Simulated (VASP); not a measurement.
# Ba2Tl5V3O12 (P-42m) in VASP: equation of state, part 2 of 2

VASP 6.6.1. The steps go on from the part before.

**4. Equation of state, PBE, collinear spin, ferromagnetic start, 35.43 Å³/atom (volume scaled by 0.98)**

INCAR

```
  PREC = Accurate
  ENCUT = 520
  EDIFF = 1E-7
  ISMEAR = -1
  SIGMA = 0.05
  LREAL = F
  LASPH = T
  NELM = 120
  ALGO = Normal
  ISIF = 2
  LWAVE = F
  LCHARG = F
  ISPIN = 2
  MAGMOM = 0 0 2 2 2 0 0 0 0 0 0 0 0 0 0 0 0 0 0 0 0 0
  LORBIT = 11
  LMAXMIX = 4
  GGA = PE
  NBANDS = 119
  KPAR = 4
```

KPOINTS

```
Automatic mesh
0
Gamma
  3 3 4
```

POSCAR

```
Ba2Tl5V3O12
1.0
   10.9009129485      0.0000000000      0.0000000000
    0.0000000000     10.9009129485      0.0000000000
    0.0000000000      0.0000000000      6.5596765169
Ba V Tl O
2 3 5 12
Direct
    0.0000000000      0.5000000000      0.0000000000
    0.5000000000      0.0000000000      0.0000000000
    0.5000000000      0.5000000000      0.0000000000
    0.5000000000      0.0000000000      0.5000000000
    0.0000000000      0.5000000000      0.5000000000
    0.5000000000      0.5000000000      0.5000000000
    0.7126000000      0.2874000000      0.4022800000
    0.2874000000      0.7126000000      0.4022800000
    0.7126000000      0.7126000000      0.5977200000
    0.2874000000      0.2874000000      0.5977200000
    0.4106400000      0.5893600000      0.1577000000
    0.5893600000      0.4106400000      0.1577000000
    0.5893600000      0.5893600000      0.8423000000
    0.4106400000      0.4106400000      0.8423000000
    0.5866100000      0.0857000000      0.3337800000
    0.4133900000      0.0857000000      0.6662200000
    0.5866100000      0.9143000000      0.6662200000
    0.4133900000      0.9143000000      0.3337800000
    0.0857000000      0.5866100000      0.3337800000
    0.0857000000      0.4133900000      0.6662200000
    0.9143000000      0.5866100000      0.6662200000
    0.9143000000      0.4133900000      0.3337800000
```

Run with:

```
cat potpaw_PBE.64/Ba_sv/POTCAR potpaw_PBE.64/V_sv/POTCAR potpaw_PBE.64/Tl_d/POTCAR potpaw_PBE.64/O/POTCAR > POTCAR
mpirun -np 4 vasp_std > vasp.out
```

Run time: 33 min. Hardware: 4 MPI ranks of AMD EPYC 7R13 (Zen 3), shared host; peak memory 1.9 GiB.

It converged, with:

- Free energy: -143.1540 eV
- Pressure: 1.3 GPa
- Largest force: 0.555 eV/Å
- Band gap on the k mesh: 2.55 eV, indirect (least direct gap 2.61 eV)
- Net moment: 0.00 μB per cell
- Valence electrons inside the program's atomic spheres: Ba 7.95; V 12.12, 12.19; Tl 11.17, 11.12; O 4.97, 5.00

Caveat: spin-orbit coupling is left out, which as a rule narrows the gap of such compounds by several tenths of an eV; an odd mesh through Γ misses points on the zone boundary, where band edges often lie.

**5. Equation of state, PBE, collinear spin, ferromagnetic start, 36.88 Å³/atom (volume scaled by 1.02)**

INCAR is that of step 4.

KPOINTS is that of step 4.

Edit POSCAR of step 4 so:

```diff
@@ -2,5 +2,5 @@
 1.0
-   10.9009129485      0.0000000000      0.0000000000
-    0.0000000000     10.9009129485      0.0000000000
-    0.0000000000      0.0000000000      6.5596765169
+   11.0472513897      0.0000000000      0.0000000000
+    0.0000000000     11.0472513897      0.0000000000
+    0.0000000000      0.0000000000      6.6477363739
 Ba V Tl O
```

Run with:

```
cat potpaw_PBE.64/Ba_sv/POTCAR potpaw_PBE.64/V_sv/POTCAR potpaw_PBE.64/Tl_d/POTCAR potpaw_PBE.64/O/POTCAR > POTCAR
mpirun -np 4 vasp_std > vasp.out
```

Run time: 40 min. Hardware: 4 MPI ranks of AMD EPYC 7R13 (Zen 3), shared host; peak memory 1.9 GiB.

It converged, with:

```yaml
Free_energy: -143.2489 eV
Pressure: -0.5 GPa
Largest_force: 0.228 eV/Å
Band_gap_on_the_k_mesh: 2.58 eV, indirect (least direct gap 2.65 eV)
Net_moment: 0.00 μB per cell
Valence_electrons_inside_the_program's_atomic_spheres: Ba 7.93; V 11.99, 12.05; Tl 11.15, 11.11; O 4.96, 4.98
```

Caveat: spin-orbit coupling is left out, which as a rule narrows the gap of such compounds by several tenths of an eV; an odd mesh through Γ misses points on the zone boundary, where band edges often lie.

**6. Equation of state, PBE, collinear spin, ferromagnetic start, 37.60 Å³/atom (volume scaled by 1.04)**

INCAR is that of step 5.

KPOINTS is that of step 5.

Edit POSCAR of step 5 so:

```diff
@@ -2,5 +2,5 @@
 1.0
-   11.0472513897      0.0000000000      0.0000000000
-    0.0000000000     11.0472513897      0.0000000000
-    0.0000000000      0.0000000000      6.6477363739
+   11.1189887984      0.0000000000      0.0000000000
+    0.0000000000     11.1189887984      0.0000000000
+    0.0000000000      0.0000000000      6.6909047028
 Ba V Tl O
```

Potentials or basis: VASP PAW PBE potentials, release 64 (Ba_sv, V_sv, Tl_d, O).

Run with:

```
cat potpaw_PBE.64/Ba_sv/POTCAR potpaw_PBE.64/V_sv/POTCAR potpaw_PBE.64/Tl_d/POTCAR potpaw_PBE.64/O/POTCAR > POTCAR
mpirun -np 4 vasp_std > vasp.out
```

It took 38 min on 4 MPI ranks of AMD EPYC 7R13 (Zen 3), shared host; peak memory 1.9 GiB.

The run converged. Its results:

| Quantity | Value |
| --- | --- |
| Free energy | -143.1731 eV |
| Pressure | -1.2 GPa |
| Largest force | 0.527 eV/Å |
| Band gap on the k mesh | 2.60 eV, indirect (least direct gap 2.66 eV) |
| Net moment | 0.00 μB per cell |
| Valence electrons inside the program's atomic spheres | Ba 7.91; V 11.93, 11.99; Tl 11.14, 11.10; O 4.95, 4.97 |

Caveat: spin-orbit coupling is left out, which as a rule narrows the gap of such compounds by several tenths of an eV; an odd mesh through Γ misses points on the zone boundary, where band edges often lie.

**7. Equation of state, PBE, collinear spin, ferromagnetic start, 38.32 Å³/atom (volume scaled by 1.06)**

INCAR is that of step 6.

KPOINTS is that of step 6.

Edit POSCAR of step 6 so:

```diff
@@ -2,5 +2,5 @@
 1.0
-   11.1189887984      0.0000000000      0.0000000000
-    0.0000000000     11.1189887984      0.0000000000
-    0.0000000000      0.0000000000      6.6909047028
+   11.1898122926      0.0000000000      0.0000000000
+    0.0000000000     11.1898122926      0.0000000000
+    0.0000000000      0.0000000000      6.7335230793
 Ba V Tl O
```

Run with:

```
cat potpaw_PBE.64/Ba_sv/POTCAR potpaw_PBE.64/V_sv/POTCAR potpaw_PBE.64/Tl_d/POTCAR potpaw_PBE.64/O/POTCAR > POTCAR
mpirun -np 4 vasp_std > vasp.out
```

It took 38 min on 4 MPI ranks of AMD EPYC 7R13 (Zen 3), shared host; peak memory 1.9 GiB.

The run converged. Its results:

```yaml
Free_energy: -143.0256 eV
Pressure: -1.9 GPa
Largest_force: 0.822 eV/Å
Band_gap_on_the_k_mesh: 2.61 eV, indirect (least direct gap 2.67 eV)
Net_moment: 0.00 μB per cell
Valence_electrons_inside_the_program's_atomic_spheres: Ba 7.90; V 11.88, 11.93; Tl 11.14, 11.10; O 4.94, 4.96
```

Caveat: spin-orbit coupling is left out, which as a rule narrows the gap of such compounds by several tenths of an eV; an odd mesh through Γ misses points on the zone boundary, where band edges often lie.

**8. Equation of state, PBE, collinear spin, ferromagnetic start**

Potentials or basis: VASP PAW PBE potentials, release 64 (Ba_sv, V_sv, Tl_d, O).

No new run: the results of the series are fitted here.

Results:

| Item | Value |
| --- | --- |
| Equilibrium volume | 36.54 Å³/atom |
| Bulk modulus at fixed shape and positions | 42 GPa |
| Pressure derivative of the bulk modulus | 4.3 |

Energy against volume, from the lowest point:
```tsv
volume (Å³/atom)	energy (meV/atom)
33.985	26.46
34.708	12.92
35.431	4.32
36.154	0.15
36.877	0.00
37.600	3.45
38.324	10.15
```

Caveat: the cell was scaled at fixed shape and fractional positions, which overstates the stiffness of a crystal with free parameters, most of all of layers and chains. Spin-orbit coupling is left out, which matters for the levels of Ba, Tl.
